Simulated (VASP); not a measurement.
A VASP calculation is set up with these files.

POSCAR:
```
SnSe2
1
    1.8841359939    -3.2634198232    -0.0000000000
    1.8841359939     3.2634198232    -0.0000000000
   -0.0000000000     0.0000000000     5.3824710434
Sn Se
1 2
Direct
  0.0000000000   0.0000000000   0.0000000000
  0.3333330000   0.6666670000   0.2934404782
  0.6666670000   0.3333330000   0.7065595218
```

### INCAR
```
# general
SYSTEM  = SnSe2
PREC    = Accurate
ENCUT   = 500
LREAL   = F
LASPH   = T

# electronic loop
EDIFF   = 1E-6
NELM    = 100
ALGO    = Normal
LMAXMIX = 4

# smearing
ISMEAR  = 1
SIGMA   = 0.1

# ions
IBRION  = 2
NSW     = 40
ISIF    = 3
EDIFFG  = -0.02
PSTRESS = 50

# output
LWAVE   = F
LCHARG  = F
```

KPOINTS:
```
Automatic mesh
0
Gamma
9 9 6
0 0 0
```

POTCAR, in this order: Sn_d Se (LDA.64 set). Program: vasp_std.

Task: Write an equivalent input for Quantum ESPRESSO's pw.x.

Result: One equivalent input (not run):
```
&CONTROL
  calculation = 'vc-relax'
  pseudo_dir = './pseudo'
  outdir = './out'
  tprnfor = .true.
  tstress = .true.
  nstep = 40
  forc_conv_thr = 0.00078
/
&SYSTEM
  ibrav = 0
  nat = 3
  ntyp = 2
  ecutwfc = 86
  occupations = 'smearing'
  smearing = 'methfessel-paxton'
  degauss = 0.00735
  input_dft = 'pz'
/
&ELECTRONS
  conv_thr = 7.3e-08
  electron_maxstep = 100
/
&IONS
/
&CELL
  press = 50
/
ATOMIC_SPECIES
  Sn 118.710 Sn.upf
  Se 78.971 Se.upf
CELL_PARAMETERS angstrom
     1.8841360   -3.2634198   -0.0000000
     1.8841360    3.2634198   -0.0000000
    -0.0000000    0.0000000    5.3824710
ATOMIC_POSITIONS crystal
  Sn   0.0000000  0.0000000  0.0000000
  Se   0.3333330  0.6666670  0.2934405
  Se   0.6666670  0.3333330  0.7065595
K_POINTS automatic
  9 9 6 0 0 0
```
What does not carry over: the potentials are each code's own (VASP's PAW set, PseudoDojo norm-conserving files in pw.x), so ENCUT and ecutwfc are chosen apart and not converted; conv_thr bounds pw.x's estimated SCF error, while EDIFF bounds the energy change between steps; forc_conv_thr acts on force components and is met together with etot_conv_thr.

The compound is SnSe2 in the 1T layered structure. This run relaxes it under an external pressure of 5 GPa. Symmetry was kept, so distortions that lower it aren't found.
